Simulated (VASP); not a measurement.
A run of VASP 6.6.1 is set up as follows.

The input INCAR:

```
  ALGO = Normal
  EDIFF = 1E-6
  EDIFFG = -0.01
  ENCUT = 520
  GGA = PE
  IBRION = 2
  ISIF = 3
  ISMEAR = 0
  KPAR = 4
  LASPH = True
  LCHARG = False
  LREAL = False
  LWAVE = False
  NELM = 120
  NSW = 90
  PREC = Accurate
  SIGMA = 0.03
```

KPOINTS

```
k-points
0
Gamma
  4 4 4
```

Contents of POSCAR:

```
MgCd2S3
1.0
    6.2220000000     -3.5910000000      0.0000000000
    6.2220000000      3.5910000000      0.0000000000
    0.0000000000      0.0000000000      6.7550000000
Mg Cd S
2 4 6
Direct
    0.8350041800      0.1649958200      0.5002960800
    0.1649958200      0.8350041800      0.0002960800
    0.1664956100      0.5017782600      0.4989637300
    0.8335043900      0.4982217400      0.9989637300
    0.4982217400      0.8335043900      0.4989637300
    0.5017782600      0.1664956100      0.9989637300
    0.1667009100      0.5108947200      0.8801628400
    0.8332990900      0.4891052800      0.3801628400
    0.8443330500      0.1556669500      0.8665433000
    0.1556669500      0.8443330500      0.3665433000
    0.4891052800      0.8332990900      0.8801628400
    0.5108947200      0.1667009100      0.3801628400
```

Potentials or basis: VASP PAW PBE potentials, release 64 (Mg, Cd, S).

Run with:

```bash
$ cat potpaw_PBE.64/Mg/POTCAR potpaw_PBE.64/Cd/POTCAR potpaw_PBE.64/S/POTCAR > POTCAR
$ mpirun -np 4 vasp_std > vasp.out
```

Question: Estimate the relaxed cell.

Answer: a = 7.179 Å, b = 7.179 Å, c = 6.736 Å, α = 90.00°, β = 90.00°, γ = 60.00°.

Question: Predict the space group after relaxing (to 0.05 Å).

Answer: Cmc2_1 (No. 36).

Question: Estimate the band gap on the k mesh.

Answer: 1.82 eV, direct.

Final structure:
```
Mg Cd S
1.0
     6.21731   -3.58926    0.00000
     6.21731    3.58926    0.00000
     0.00000    0.00000    6.73639
Mg Cd S
2 4 6
Direct
  0.83623 0.16377 0.50014
  0.16377 0.83623 0.00014
  0.16643 0.50333 0.49844
  0.83357 0.49667 0.99844
  0.49667 0.83357 0.49844
  0.50333 0.16643 0.99844
  0.16670 0.51051 0.88082
  0.83330 0.48949 0.38082
  0.84430 0.15570 0.86644
  0.15570 0.84430 0.36644
  0.48949 0.83330 0.88082
  0.51051 0.16670 0.38082
```

A hybrid or GW would open this gap; PBE tends to underestimate it.
